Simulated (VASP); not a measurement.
All values below come from vdW-DF-cx, VASP's PBE PAW potentials (set 64) (plane waves; VASP).

The input files of a VASP run:

KPOINTS:
```
Regular mesh
0
G
7 7 2
0 0 0
```

**INCAR**
```
AGGAC=0.0
ALGO=Normal
EDIFF=1E-7
EDIFFG=-0.01
ENCUT=520
GGA=CX
IBRION=2
ISIF=4
ISMEAR=0
LASPH=.True.
LCHARG=.False.
LMAXMIX=4
LREAL=.False.
LUSE_VDW=.True.
LWAVE=.False.
NELM=100
NSW=30
PREC=Accurate
SIGMA=0.05
SYSTEM=MoTe2
```

### POSCAR
```
MoTe2
1
    1.7184553399    -2.9764515505     0.0000000000
    1.7184553399     2.9764515505     0.0000000000
    0.0000000000     0.0000000000    13.6141064947
Te Mo
4 2
Direct
  0.3333330000   0.6666670000   0.8806338004
  0.6666670000   0.3333330000   0.3806338004
  0.6666670000   0.3333330000   0.1193661996
  0.3333330000   0.6666670000   0.6193661996
  0.3333330000   0.6666670000   0.2500000000
  0.6666670000   0.3333330000   0.7500000000
```

POTCAR, in this order: Te Mo_sv (PBE.64 set). Program: vasp_std.

Output of the run:

File OSZICAR:
```
       N       E                     dE             d eps       ncg     rms          rms(c)
DAV:   1     0.436100465469E+03    0.43610E+03   -0.27630E+04  1120   0.152E+03
DAV:   2    -0.372532686455E+00   -0.43647E+03   -0.42800E+03  1221   0.358E+02
DAV:   3    -0.243285180755E+02   -0.23956E+02   -0.23462E+02  1258   0.705E+01
DAV:   4    -0.249329207479E+02   -0.60440E+00   -0.60241E+00  1221   0.111E+01
DAV:   5    -0.249501545850E+02   -0.17234E-01   -0.17223E-01  1316   0.189E+00    0.252E+01
DAV:   6    -0.240992470210E+02    0.85091E+00   -0.62375E+00  1198   0.131E+01    0.973E+00
DAV:   7    -0.240779050131E+02    0.21342E-01   -0.60331E+00  1066   0.988E+00    0.623E+00
DAV:   8    -0.237376179376E+02    0.34029E+00   -0.15316E+00  1106   0.569E+00    0.328E+00
DAV:   9    -0.237434886626E+02   -0.58707E-02   -0.23222E-01  1316   0.209E+00    0.144E+00
DAV:  10    -0.237377054181E+02    0.57832E-02   -0.39824E-02  1231   0.104E+00    0.411E-01
DAV:  11    -0.237379767199E+02   -0.27130E-03   -0.19136E-03  1286   0.224E-01    0.344E-01
DAV:  12    -0.237379348635E+02    0.41856E-04   -0.47277E-04  1188   0.866E-02    0.168E-01
DAV:  13    -0.237378964479E+02    0.38416E-04   -0.81826E-05  1207   0.492E-02    0.122E-01
DAV:  14    -0.237378881805E+02    0.82674E-05   -0.31003E-05  1236   0.225E-02    0.595E-02
DAV:  15    -0.237378870671E+02    0.11134E-05   -0.19936E-06  1181   0.697E-03    0.380E-02
DAV:  16    -0.237378853649E+02    0.17022E-05   -0.49897E-06  1188   0.982E-03    0.187E-02
DAV:  17    -0.237378850659E+02    0.29900E-06   -0.56249E-07  1018   0.328E-03    0.335E-03
DAV:  18    -0.237378850320E+02    0.33936E-07   -0.75261E-08   650   0.132E-03
   1 F= -.23737885E+02 E0= -.23737885E+02  d E =-.237379E+02
       N       E                     dE             d eps       ncg     rms          rms(c)
DAV:   1    -0.238570651218E+02   -0.11918E+00   -0.46849E+00  1042   0.124E+01    0.191E+00
DAV:   2    -0.238324100255E+02    0.24655E-01   -0.29432E-01  1179   0.237E+00    0.111E+00
DAV:   3    -0.238266576880E+02    0.57523E-02   -0.11350E-01  1214   0.158E+00    0.109E+00
DAV:   4    -0.238202009514E+02    0.64567E-02   -0.21084E-02  1245   0.642E-01    0.469E-01
DAV:   5    -0.238195161237E+02    0.68483E-03   -0.83790E-03  1324   0.386E-01    0.186E-01
DAV:   6    -0.238194245980E+02    0.91526E-04   -0.90637E-04  1143   0.144E-01    0.228E-01
DAV:   7    -0.238194190696E+02    0.55285E-05   -0.83437E-05  1212   0.414E-02    0.108E-01
DAV:   8    -0.238194129954E+02    0.60741E-05   -0.12551E-05  1233   0.193E-02    0.504E-02
DAV:   9    -0.238194117055E+02    0.12900E-05   -0.26238E-06  1079   0.662E-03    0.325E-02
DAV:  10    -0.238194115648E+02    0.14072E-06   -0.15432E-07   731   0.192E-03    0.263E-02
DAV:  11    -0.238194110488E+02    0.51599E-06   -0.20448E-06   980   0.505E-03    0.108E-02
DAV:  12    -0.238194109864E+02    0.62426E-07   -0.15959E-07   648   0.172E-03
   2 F= -.23819411E+02 E0= -.23819411E+02  d E =-.815260E-01
       N       E                     dE             d eps       ncg     rms          rms(c)
DAV:   1    -0.238196787152E+02   -0.26767E-03   -0.10433E-02  1042   0.581E-01    0.898E-02
DAV:   2    -0.238196300472E+02    0.48668E-04   -0.57969E-04  1171   0.108E-01    0.478E-02
DAV:   3    -0.238196192961E+02    0.10751E-04   -0.20721E-04  1170   0.694E-02    0.468E-02
DAV:   4    -0.238196073387E+02    0.11957E-04   -0.41652E-05  1257   0.282E-02    0.206E-02
DAV:   5    -0.238196066739E+02    0.66478E-06   -0.13585E-05  1258   0.159E-02    0.865E-03
DAV:   6    -0.238196065880E+02    0.85915E-07   -0.14274E-06  1167   0.570E-03    0.972E-03
DAV:   7    -0.238196066724E+02   -0.84490E-07   -0.20015E-07   734   0.224E-03
   3 F= -.23819607E+02 E0= -.23819607E+02  d E =-.817216E-01
       N       E                     dE             d eps       ncg     rms          rms(c)
DAV:   1    -0.238901430841E+02   -0.70536E-01   -0.29568E+00   992   0.109E+01    0.204E+00
DAV:   2    -0.238522503170E+02    0.37893E-01   -0.22342E-01  1153   0.225E+00    0.111E+00
DAV:   3    -0.238435522222E+02    0.86981E-02   -0.29673E-02  1188   0.882E-01    0.360E-01
DAV:   4    -0.238404321355E+02    0.31201E-02   -0.16688E-02  1184   0.593E-01    0.443E-01
DAV:   5    -0.238399176538E+02    0.51448E-03   -0.34824E-03  1263   0.241E-01    0.410E-02
DAV:   6    -0.238399165067E+02    0.11471E-05   -0.26555E-04  1265   0.759E-02    0.427E-02
DAV:   7    -0.238399163786E+02    0.12810E-06   -0.10502E-05  1155   0.154E-02    0.127E-02
DAV:   8    -0.238399149736E+02    0.14050E-05   -0.95150E-06  1229   0.167E-02    0.512E-03
DAV:   9    -0.238399148928E+02    0.80840E-07   -0.34561E-07   951   0.320E-03
   4 F= -.23839915E+02 E0= -.23839915E+02  d E =-.203082E-01
       N       E                     dE             d eps       ncg     rms          rms(c)
DAV:   1    -0.239094802673E+02   -0.69565E-01   -0.36841E+00   992   0.122E+01    0.224E+00
DAV:   2    -0.238625521513E+02    0.46928E-01   -0.27457E-01  1145   0.250E+00    0.123E+00
DAV:   3    -0.238519122929E+02    0.10640E-01   -0.35257E-02  1203   0.970E-01    0.404E-01
DAV:   4    -0.238480569408E+02    0.38554E-02   -0.20270E-02  1189   0.658E-01    0.484E-01
DAV:   5    -0.238474534186E+02    0.60352E-03   -0.41315E-03  1241   0.261E-01    0.456E-02
DAV:   6    -0.238474520273E+02    0.13913E-05   -0.30999E-04  1278   0.823E-02    0.471E-02
DAV:   7    -0.238474522617E+02   -0.23444E-06   -0.12679E-05  1157   0.167E-02    0.150E-02
DAV:   8    -0.238474504867E+02    0.17750E-05   -0.11658E-05  1273   0.186E-02    0.600E-03
DAV:   9    -0.238474503742E+02    0.11250E-06   -0.41350E-07  1004   0.359E-03    0.488E-03
DAV:  10    -0.238474502496E+02    0.12456E-06   -0.12949E-07   735   0.165E-03    0.263E-03
DAV:  11    -0.238474502048E+02    0.44857E-07   -0.33226E-08   594   0.896E-04
   5 F= -.23847450E+02 E0= -.23847450E+02  d E =-.278435E-01
       N       E                     dE             d eps       ncg     rms          rms(c)
DAV:   1    -0.238475608278E+02   -0.11058E-03   -0.57994E-03   992   0.485E-01    0.922E-02
DAV:   2    -0.238474871566E+02    0.73671E-04   -0.44545E-04  1153   0.100E-01    0.505E-02
DAV:   3    -0.238474699014E+02    0.17255E-04   -0.59346E-05  1210   0.393E-02    0.164E-02
DAV:   4    -0.238474639396E+02    0.59619E-05   -0.32325E-05  1183   0.262E-02    0.200E-02
DAV:   5    -0.238474630888E+02    0.85075E-06   -0.68729E-06  1239   0.108E-02    0.193E-03
DAV:   6    -0.238474631806E+02   -0.91793E-07   -0.51424E-07  1011   0.338E-03
   6 F= -.23847463E+02 E0= -.23847463E+02  d E =-.278565E-01
       N       E                     dE             d eps       ncg     rms          rms(c)
DAV:   1    -0.238475006534E+02   -0.37565E-04   -0.27366E-03  1035   0.283E-01    0.448E-02
DAV:   2    -0.238474917803E+02    0.88730E-05   -0.14272E-04  1156   0.527E-02    0.227E-02
DAV:   3    -0.238474883500E+02    0.34303E-05   -0.38045E-05  1190   0.301E-02    0.214E-02
DAV:   4    -0.238474860159E+02    0.23340E-05   -0.77163E-06  1243   0.121E-02    0.104E-02
DAV:   5    -0.238474855333E+02    0.48266E-06   -0.21647E-06  1261   0.675E-03    0.379E-03
DAV:   6    -0.238474854721E+02    0.61204E-07   -0.22805E-07   704   0.245E-03
   7 F= -.23847485E+02 E0= -.23847485E+02  d E =-.222915E-04
```

OUTCAR:
```
------------------------ aborting loop because EDIFF is reached ----------------------------------------
  FORCE on cell =-STRESS in cart. coord.  units (eV):
  Direction    XX          YY          ZZ          XY          YZ          ZX
  --------------------------------------------------------------------------------------
  Total        2.8110155      2.8110145      2.7883081      0.0000000      0.0000000     -0.0000000
  in kB       32.3383320     32.3383201     32.0771027      0.0000000      0.0000000     -0.0000000
  external PRESSURE =      32.2512516 kB  Pullay stress =       0.0000000 kB
  volume of cell :      139.27
      direct lattice vectors                 reciprocal lattice vectors
     1.729192461 -2.995048644 -0.000000000     0.289152313 -0.166942197  0.000000000
     1.729192461  2.995048644  0.000000000     0.289152313  0.166942197 -0.000000000
     0.000000000  0.000000000 13.445563166    -0.000000000 -0.000000000  0.074373977
 POSITION                                       TOTAL-FORCE (eV/Angst)
 -----------------------------------------------------------------------------------
      1.72919      0.99835     11.90707        -0.000000     -0.000000     -0.005242
      1.72919     -0.99835      5.18429        -0.000000      0.000000     -0.005242
      1.72919     -0.99835      1.53849        -0.000000      0.000000      0.005242
      1.72919      0.99835      8.26127        -0.000000      0.000000      0.005242
      1.72919      0.99835      3.36139        -0.000000     -0.000000     -0.000000
      1.72919     -0.99835     10.08417         0.000000      0.000000     -0.000000
 -----------------------------------------------------------------------------------
    total drift:                                0.000233      0.001588     -0.000026
  FREE ENERGIE OF THE ION-ELECTRON SYSTEM (eV)
  ---------------------------------------------------
  free  energy   TOTEN  =       -23.8474854721 eV

  energy  without entropy=      -23.8474854721  energy(sigma->0) =      -23.84748547

 reached required accuracy - stopping structural energy minimisation
```
(Selected blocks of OUTCAR.)

**CONTCAR**
```
MoTe2
   1.00000000000000
     1.7291924608620803   -2.9950486444721700   -0.0000000000000000
     1.7291924608620803    2.9950486444721700    0.0000000000000000
     0.0000000000000000    0.0000000000000000   13.4455631657577737
  Te              Mo
     4     2
Direct
     0.3333330000000032    0.6666669999999968    0.8855761794104647
     0.6666669999999968    0.3333330000000032    0.3855761794104647
     0.6666669999999968    0.3333330000000032    0.1144238205895353
     0.3333330000000032    0.6666669999999968    0.6144238205895353
     0.3333330000000032    0.6666669999999968    0.2500000000000000
     0.6666669999999968    0.3333330000000032    0.7500000000000000
```

The compound is MoTe2 in the 2H layered structure. This cell is one point of a volume scan, at 0.94 of the reference volume. Symmetry was kept, so distortions that lower it aren't found.
